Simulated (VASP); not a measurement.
# In2WSe3 (P-6m2) in VASP: band structure with PBE

Aim: the band structure of In2WSe3 with PBE.

Everything below comes from runs of VASP 6.6.1. Logs are shortened: lines on timing, memory, paths and dates and some standing lists are left out, and cuts for length are marked.

**1. The structure**

The structure is hexagonal, space group P-6m2 (No. 187). Conventional cell: a = 3.473 Å, b = 3.473 Å, c = 15.407 Å, α = 90.00°, β = 90.00°, γ = 120.00°. In (site symmetry 3m) is surrounded by 3 Se at 2.89 Å. W (site symmetry -6m2) is surrounded by 6 Se at 2.58 Å. Around Se (site symmetry 3m) lie 3 W at 2.58 Å. Se (site symmetry -6m2) has 6 In at 2.89 Å as nearest neighbours.

The cell was built by a generator and needn't be a form met in nature.

**2. Band structure, PBE**

Input file INCAR:

```
ALGO = Fast
EDIFF = 1E-6
ENCUT = 520
GGA = PE
ISIF = 2
ISMEAR = 0
LASPH = T
LCHARG = F
LMAXMIX = 4
LREAL = F
LWAVE = F
NBANDS = 38
NELM = 100
PREC = Accurate
SIGMA = 0.1
```

Input file KPOINTS:

```
k-points
0
Gamma
  10 10 2
```

Input file POSCAR:

```
In2WSe3
1.0
    3.4730180000      0.0000000000      0.0000000000
   -1.7365090000      3.0077220000      0.0000000000
    0.0000000000      0.0000000000     15.4070100000
In W Se
2 1 3
Direct
    0.6666670000      0.3333330000      0.6349230000
    0.6666670000      0.3333330000      0.3650770000
    0.0000000000      0.0000000000      0.0000000000
    0.3333330000      0.6666670000      0.8943480000
    0.3333330000      0.6666670000      0.1056520000
    0.0000000000      0.0000000000      0.5000000000
```

Input file KPOINTS_OPT:

```
path GMKGALHA,LM,KH
15
line-mode
reciprocal
 0.0000000000  0.0000000000  0.0000000000  G
 0.5000000000  0.0000000000  0.0000000000  M

 0.5000000000  0.0000000000  0.0000000000  M
 0.3333333333  0.3333333333  0.0000000000  K

 0.3333333333  0.3333333333  0.0000000000  K
 0.0000000000  0.0000000000  0.0000000000  G

 0.0000000000  0.0000000000  0.0000000000  G
 0.0000000000  0.0000000000  0.5000000000  A

 0.0000000000  0.0000000000  0.5000000000  A
 0.5000000000  0.0000000000  0.5000000000  L

 0.5000000000  0.0000000000  0.5000000000  L
 0.3333333333  0.3333333333  0.5000000000  H

 0.3333333333  0.3333333333  0.5000000000  H
 0.0000000000  0.0000000000  0.5000000000  A

 0.5000000000  0.0000000000  0.5000000000  L
 0.5000000000  0.0000000000  0.0000000000  M

 0.3333333333  0.3333333333  0.0000000000  K
 0.3333333333  0.3333333333  0.5000000000  H
```

Potentials or basis: VASP PAW PBE potentials, release 64 (In_d, W_sv, Se).

On the command line:

```
$ cat potpaw_PBE.64/In_d/POTCAR potpaw_PBE.64/W_sv/POTCAR potpaw_PBE.64/Se/POTCAR > POTCAR
$ mpirun -np 1 vasp_std > vasp.out
```

OUTCAR:

```text
EDIFF = 1E-6
   ENCUT = 520
   GGA = PE
   ISIF = 2
   ISMEAR = 0
   LASPH = T
   LREAL = F
   NELM = 100
   PREC = Accurate

 ion  position               nearest neighbor table
   1  0.667  0.333  0.635-   6 2.89   6 2.89   6 2.89
   2  0.667  0.333  0.365-   6 2.89   6 2.89   6 2.89
   3  0.000  0.000  0.000-   4 2.58   5 2.58   4 2.58   5 2.58   4 2.58   5 2.58
   4  0.333  0.667  0.894-   3 2.58   3 2.58   3 2.58
   5  0.333  0.667  0.106-   3 2.58   3 2.58   3 2.58
   6  0.000  0.000  0.500-   1 2.89   2 2.89   1 2.89   2 2.89   1 2.89   2 2.89

  LATTYP: Found a hexagonal cell.
 ALAT       =     3.4730180000
 C/A-ratio  =     4.4362021734

  Lattice vectors:

 A1 = (   3.4730180000,   0.0000000000,   0.0000000000)
 A2 = (  -1.7365090000,   3.0077220000,   0.0000000000)
 A3 = (   0.0000000000,   0.0000000000,  15.4070100000)

Analysis of symmetry for initial positions (statically):
=====================================================================
 Subroutine PRICEL returns:
 Original cell was already a primitive cell.

 Routine SETGRP: Setting up the symmetry group for a
 hexagonal supercell.

 Subroutine GETGRP returns: Found 12 space group operations
 (whereof 12 operations were pure point group operations)
 out of a pool of 24 trial point group operations.

The static configuration has the point symmetry D_3h.

Analysis of symmetry for dynamics (positions and initial velocities):
=====================================================================
 Subroutine PRICEL returns:
 Original cell was already a primitive cell.

 Routine SETGRP: Setting up the symmetry group for a
 hexagonal supercell.

 Subroutine GETGRP returns: Found 12 space group operations
 (whereof 12 operations were pure point group operations)
 out of a pool of 24 trial point group operations.

The dynamic configuration has the point symmetry D_3h.

 Subroutine INISYM returns: Found 12 space group operations
 (whereof 12 operations are pure point group operations),
 and found     1 'primitive' translations

----------------------------------------------------------------------------------------

                                     Primitive cell

  volume of cell :     160.9397

  direct lattice vectors                    reciprocal lattice vectors
     3.473018000  0.000000000  0.000000000     0.287934010  0.166238768  0.000000000
    -1.736509000  3.007722000  0.000000000     0.000000000  0.332477536  0.000000000
     0.000000000  0.000000000 15.407010000     0.000000000  0.000000000  0.064905520

  length of vectors
     3.473018000  3.473018160 15.407010000     0.332477551  0.332477536  0.064905520

  position of ions in fractional coordinates (direct lattice)
     0.666667000  0.333333000  0.634923000
     0.666667000  0.333333000  0.365077000
     0.000000000  0.000000000  0.000000000
     0.333333000  0.666667000  0.894348000
     0.333333000  0.666667000  0.105652000
     0.000000000  0.000000000  0.500000000

  ion indices of the primitive-cell ions
   primitive index   ion index
                 1           1
                 2           2
                 3           3
                 4           4
                 5           5
                 6           6

----------------------------------------------------------------------------------------

 KPOINTS: k-points

Automatic generation of k-mesh.
 Grid dimensions read from file:
 generate k-points for:   10   10    2

 Generating k-lattice:

  Cartesian coordinates                     Fractional coordinates (reciprocal lattice)
     0.028793401  0.016623877  0.000000000     0.100000000 -0.000000000  0.000000000
     0.000000000  0.033247754  0.000000000     0.000000000  0.100000000  0.000000000
     0.000000000  0.000000000  0.032452760     0.000000000  0.000000000  0.500000000

  Length of vectors
     0.033247755  0.033247754  0.032452760

  Shift w.r.t. Gamma in fractional coordinates (k-lattice)
     0.000000000  0.000000000  0.000000000

 Subroutine IBZKPT returns following result:
 ===========================================

 Found     28 irreducible k-points:

 Following reciprocal coordinates:
            Coordinates               Weight
  0.000000  0.000000  0.000000      1.000000
  0.100000  0.000000  0.000000      6.000000
  0.200000  0.000000  0.000000      6.000000
  0.300000  0.000000  0.000000      6.000000
  0.400000  0.000000  0.000000      6.000000
  0.500000 -0.000000  0.000000      3.000000
[... 16 lines left out ...]
  0.300000  0.100000  0.500000     12.000000
  0.400000  0.100000  0.500000     12.000000
 [... further k-points ...]
   k-points           NKPTS =     28   k-points in BZ     NKDIM =     28   number of bands    NBANDS=     38
   number of dos      NEDOS =    301   number of ions     NIONS =      6
   total plane-waves  NPLWV =  94080
   dimension x,y,z NGX =    28 NGY =   28 NGZ =  120
   dimension x,y,z NGXF=    56 NGYF=   56 NGZF=  240
   ions per type =               2   1   3
   NGX,Y,Z   is equivalent  to a cutoff of  13.40, 13.40, 12.95 a.u.
   NGXF,Y,Z  is equivalent  to a cutoff of  26.81, 26.81, 25.90 a.u.
 SYSTEM =  unknown system
   PREC   = accura    normal or accurate (medium, high low for compatibility)
   ISTART =      0    job   : 0-new  1-cont  2-samecut
   ICHARG =      2    charge: 1-file 2-atom 10-const
   ISPIN  =      1    spin polarized calculation?
   LNONCOLLINEAR =      F non collinear calculations
   LSORBIT =      F    spin-orbit coupling
   LASPH  =      T    aspherical Exc in radial PAW
   ENCUT  =  520.0 eV  38.22 Ry    6.18 a.u.   6.46  6.46 28.65*2*pi/ulx,y,z
   NELM   =    100;   NELMIN=  2; NELMDL= -5     # of ELM steps
   EDIFF  = 0.1E-05   stopping-criterion for ELM
   LREAL  =      F    real-space projection
   EDIFFG = 0.1E-04   stopping-criterion for IOM
   NSW    =      0    number of steps for IOM
   IBRION =     -1    ionic relax: 0-MD 1-quasi-New 2-CG
   NFREE  =      0    steps in history (QN), initial steepest desc. (CG)
   ISIF   =      2    stress and relaxation
   ISYM   =      2    0-nonsym 1-usesym 2-fastsym
   POTIM  = 0.5000    time-step for ionic-motion
   TEBEG  =    0.0;   TEEND  =   0.0 temperature during run
   PSTRESS=    0.0 pullay stress
   NELECT =      58.0000    total number of electrons
   NUPDOWN=      -1.0000    fix difference up-down
   EMIN   =  10.00;   EMAX   =-10.00  energy-range for DOS
   EFERMI =   0.00;   METHOD = LEGACY
   ISMEAR =     0;   SIGMA  =   0.10  broadening in eV -4-tet -1-fermi 0-gaus
   EFERMI_NEDOS =   21; number of points for ismear=-14 and -15
   IALGO  =     68    algorithm
   IMIX   =      4    mixing-type and parameters
     AMIX     =   0.40;   BMIX     =  1.00
     AMIX_MAG =   1.60;   BMIX_MAG =  1.00
  volume/ion in A,a.u.               =      26.82       181.01
  Fermi-wavevector in a.u.,A,eV,Ry     =   1.165010  2.201550 18.466497  1.357249
  Thomas-Fermi vector in A             =   2.301541
   LORBIT       =      0    0 simple, 1 ext, 2 COOP (PROOUT), +10 PAW based schemes
   GGA     = PE    functional components
   LHFCALC =     F    Hartree Fock is set to
   AEXX    =    0.0000 exact exchange contribution
   IVDW    =     0    specifies the selected vdW correction
   LEPSILON=     F    determine dielectric tensor
   LRPA    =     F    only Hartree local field effects (RPA)
 non-spin polarized calculation
 RMM-DIIS sequential band-by-band and
 Gauss-broadening in eV      SIGMA  =   0.10
  energy-cutoff  :      520.00
  volume of cell :      160.94
 maximum number of plane-waves:      4380
 NGX is ok and might be reduce to    28
   NGX = 13   NGY = 13   NGZ = 57

 number of electron      58.0000005 magnetization

 Free energy of the ion-electron system (eV)
  ---------------------------------------------------
  ext. energy  EPLUGINS =         0.00000000
  ---------------------------------------------------
  free energy    TOTEN  =       -30.26724518 eV

  energy without entropy =      -30.26060204  energy(sigma->0) =      -30.26392361

 E-fermi :   5.1129     XC(G=0):  -9.3871

 val. band max:        5.1082085772   @ k =   0.3000   0.3000   0.0000
 cond. band min:       5.1730701568   @ k =   0.1000   0.0000   0.5000
 fundamental gap:      0.0648615796
 Fermi energy:         5.1128653781

 k-point     1 :       0.0000    0.0000    0.0000
  band No.  band energies     occupation
      1     -70.2005      2.00000
      2     -34.3470      2.00000
      3     -34.3470      2.00000
      4     -34.3306      2.00000
      5     -10.2997      2.00000
      6      -9.5417      2.00000
[... 30 lines left out ...]
     37      11.0906      0.00000
     38      11.4433      0.00000

 k-point     2 :       0.1000    0.0000    0.0000
  band No.  band energies     occupation
      1     -70.2001      2.00000
      2     -34.3592      2.00000
      3     -34.3499      2.00000
      4     -34.3283      2.00000
      5     -10.1810      2.00000
      6      -9.5489      2.00000
[... 30 lines left out ...]
     37      11.3687      0.00000
     38      11.9218      0.00000

 k-point     3 :       0.2000    0.0000    0.0000
  band No.  band energies     occupation
      1     -70.1990      2.00000
      2     -34.3911      2.00000
      3     -34.3575      2.00000
      4     -34.3223      2.00000
      5      -9.8518      2.00000
      6      -9.5905      2.00000
[... 30 lines left out ...]
     37      10.2446      0.00000
     38      10.7055      0.00000

 k-point     4 :       0.3000    0.0000    0.0000
  band No.  band energies     occupation
      1     -70.1976      2.00000
      2     -34.4303      2.00000
      3     -34.3669      2.00000
      4     -34.3149      2.00000
      5      -9.6453      2.00000
      6      -9.5265      2.00000
[... 30 lines left out ...]
     37      10.0263      0.00000
     38      10.2701      0.00000
[... 703 lines left out ...]
      4     -34.3175      2.00000
      5      -9.6198      2.00000
      6      -9.5629      2.00000
[... 30 lines left out ...]
     37       9.3899      0.00000
     38      10.5623      0.00000

 k-point    23 :       0.3000    0.1000    0.5000
  band No.  band energies     occupation
      1     -70.1968      2.00000
      2     -34.4470      2.00000
      3     -34.3773      2.00000
      4     -34.3108      2.00000
      5      -9.6612      2.00000
      6      -9.5216      2.00000
[... 30 lines left out ...]
     37       9.6013      0.00000
     38       9.8301      0.00000

 k-point    24 :       0.4000    0.1000    0.5000
  band No.  band energies     occupation
      1     -70.1960      2.00000
      2     -34.4673      2.00000
      3     -34.3840      2.00000
      4     -34.3066      2.00000
      5      -9.6845      2.00000
      6      -9.5383      2.00000
[... 30 lines left out ...]
     37       8.9897      0.00000
     38       9.7221      0.00000

 [... further k-points ...]

------------------------ aborting loop because EDIFF is reached ----------------------------------------

  FORCE on cell =-STRESS in cart. coord.  units (eV):
  Direction    XX          YY          ZZ          XY          YZ          ZX
  --------------------------------------------------------------------------------------
  -------------------------------------------------------------------------------------
  Total        0.0149995      0.0149995      0.0359254     -0.0000000      0.0000000      0.0000000
  in kB        0.1493219      0.1493219      0.3576426     -0.0000000      0.0000000      0.0000000
  external PRESSURE =       0.2187621 kB  Pullay stress =       0.0000000 kB

 VOLUME and BASIS-vectors are now :
 -----------------------------------------------------------------------------
  energy-cutoff  :      520.00
  volume of cell :      160.94
      direct lattice vectors                 reciprocal lattice vectors
     3.473018000  0.000000000  0.000000000     0.287934010  0.166238768  0.000000000
    -1.736509000  3.007722000  0.000000000     0.000000000  0.332477536  0.000000000
     0.000000000  0.000000000 15.407010000     0.000000000  0.000000000  0.064905520

 POSITION                                       TOTAL-FORCE (eV/Angst)
 -----------------------------------------------------------------------------------
      1.73651      1.00257      9.78227         0.000000     -0.000000     -0.001988
      1.73651      1.00257      5.62474         0.000000     -0.000000      0.001988
      0.00000      0.00000      0.00000        -0.000000      0.000000      0.000000
     -0.00000      2.00515     13.77923         0.000000      0.000000     -0.003261
     -0.00000      2.00515      1.62778        -0.000000      0.000000      0.003261
      0.00000      0.00000      7.70350         0.000000      0.000000      0.000000
 -----------------------------------------------------------------------------------
    total drift:                               -0.000283      0.000166      0.000000

  FREE ENERGIE OF THE ION-ELECTRON SYSTEM (eV)
  ---------------------------------------------------
  free  energy   TOTEN  =       -30.2672451761 eV

  energy  without entropy=      -30.2606020383  energy(sigma->0) =      -30.26392361
```

Run time: 8.5 min. Hardware: 1 thread of Intel Xeon Platinum 8488C (Sapphire Rapids), shared host; peak memory 0.48 GiB.

What came out:

| Quantity | Value |
| --- | --- |
| Free energy | -30.2672 eV |
| Pressure | 0.0 GPa |
| Largest force | 0.003 eV/Å |
| Band gap along the path | none (metal or under the smearing width) |

Forces in eV/Å, atoms in the order of the input:
```
In   0.000  0.000 -0.002
In   0.000  0.000  0.002
W    0.000  0.000  0.000
Se   0.000  0.000 -0.003
Se   0.000  0.000  0.003
Se   0.000  0.000  0.000
```

Levels at the corners of the path, in eV from the Fermi level:
| point | band 27 | band 28 | band 29 | band 30 | band 31 | band 32 |
| --- | --- | --- | --- | --- | --- | --- |
| Γ | -1.03 | 0.23 | 0.23 | 1.46 | 1.46 | 1.72 |
| M | -1.95 | -1.60 | -1.19 | -0.42 | 0.76 | 1.09 |
| M | -1.95 | -1.60 | -1.19 | -0.42 | 0.76 | 1.09 |
| K | -2.63 | -1.18 | -0.35 | -0.23 | -0.06 | 0.81 |
| K | -2.63 | -1.18 | -0.35 | -0.23 | -0.06 | 0.81 |
| Γ | -1.03 | 0.23 | 0.23 | 1.46 | 1.46 | 1.72 |
| Γ | -1.03 | 0.23 | 0.23 | 1.46 | 1.46 | 1.72 |
| A | -0.84 | 0.23 | 0.23 | 1.46 | 1.46 | 1.72 |
| A | -0.84 | 0.23 | 0.23 | 1.46 | 1.46 | 1.72 |
| L | -1.91 | -1.59 | -1.19 | -0.40 | 0.76 | 1.05 |
| L | -1.91 | -1.59 | -1.19 | -0.40 | 0.76 | 1.05 |
| H | -2.63 | -1.16 | -0.39 | -0.24 | -0.06 | 0.83 |
| H | -2.63 | -1.16 | -0.39 | -0.24 | -0.06 | 0.83 |
| A | -0.84 | 0.23 | 0.23 | 1.46 | 1.46 | 1.72 |
| L | -1.91 | -1.59 | -1.19 | -0.40 | 0.76 | 1.05 |
| M | -1.95 | -1.60 | -1.19 | -0.42 | 0.76 | 1.09 |
| K | -2.63 | -1.18 | -0.35 | -0.23 | -0.06 | 0.81 |
| H | -2.63 | -1.16 | -0.39 | -0.24 | -0.06 | 0.83 |

Caveat: spin-orbit coupling is left out, which moves the levels of the heavy elements; this functional lacks dispersion, which binds the layers, so the pressure and a relaxed spacing across them are unreliable.
